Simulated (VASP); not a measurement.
An input for Quantum ESPRESSO's pw.x (written as the equivalent of a VASP run, and not itself run):

```
&CONTROL
  calculation = 'scf'
  pseudo_dir = './pseudo'
  outdir = './out'
  tprnfor = .true.
  tstress = .true.
/
&SYSTEM
  ibrav = 0
  nat = 10
  ntyp = 2
  ecutwfc = 84
  occupations = 'tetrahedra'
  input_dft = 'pbesol'
/
&ELECTRONS
  conv_thr = 7.3e-09
  electron_maxstep = 100
/
ATOMIC_SPECIES
  Te 127.600 Te.upf
  As 74.922 As.upf
CELL_PARAMETERS angstrom
     7.0769183   -2.0087597   -0.1194632
     7.0769183    2.0087597   -0.1194632
    -0.8759940    0.0000000    9.7258149
ATOMIC_POSITIONS crystal
  Te   0.0296558  0.0296558  0.2853978
  Te   0.9703442  0.9703442  0.7146022
  Te   0.7825177  0.7825177  0.3408606
  Te   0.2174823  0.2174823  0.6591394
  Te   0.3768894  0.3768894  0.0369567
  Te   0.6231106  0.6231106  0.9630433
  As   0.6160248  0.6160248  0.4480697
  As   0.3839752  0.3839752  0.5519303
  As   0.2011991  0.2011991  0.1424579
  As   0.7988009  0.7988009  0.8575421
K_POINTS automatic
  7 7 3 0 0 0
```

### Question
Translate this input to VASP (INCAR, KPOINTS, POSCAR, choice of POTCAR).

### Answer
This is not unique; one that fits is 
POSCAR:
```
Te3As2
19.451630
  0.3638213519  -0.1032694773  -0.0061415501
  0.3638213519   0.1032694773  -0.0061415501
 -0.0450344782   0.0000000000   0.4999999972
Te As
6 4
direct
  0.0296558450   0.0296558450   0.2853978435
  0.9703441550   0.9703441550   0.7146021565
  0.7825177298   0.7825177298   0.3408606220
  0.2174822702   0.2174822702   0.6591393780
  0.3768894073   0.3768894073   0.0369567458
  0.6231105927   0.6231105927   0.9630432542
  0.6160247869   0.6160247869   0.4480697122
  0.3839752131   0.3839752131   0.5519302878
  0.2011991413   0.2011991413   0.1424579190
  0.7988008587   0.7988008587   0.8575420810
```

### INCAR
```
SYSTEM = Te3As2
PREC = Accurate
ENCUT = 400
EDIFF = 1E-7
NELM = 100
ALGO = Normal
LREAL = .FALSE.
LASPH = .TRUE.
ISMEAR = -5
GGA = PS
LMAXMIX = 4
LWAVE = .FALSE.
LCHARG = .TRUE.
LORBIT = 11
NEDOS = 601
ISIF = 2
LEFG = .TRUE.
```

**KPOINTS**
```
Automatic mesh
0
Gamma
7 7 3
0 0 0
```

POTCAR, in this order: Te As (PBE.64 set). Program: vasp_std.

What does not carry over: the potentials are each code's own (VASP's PAW set, PseudoDojo norm-conserving files in pw.x), so ENCUT and ecutwfc are chosen apart and not converted; conv_thr bounds pw.x's estimated SCF error, while EDIFF bounds the energy change between steps; the field gradients of LEFG aren't asked of the other code.

The structure comes from a computed database's Te3As2 entry (C2/m); how it stands against other phases isn't given here. It was relaxed first, which changed the volume by -10 %.
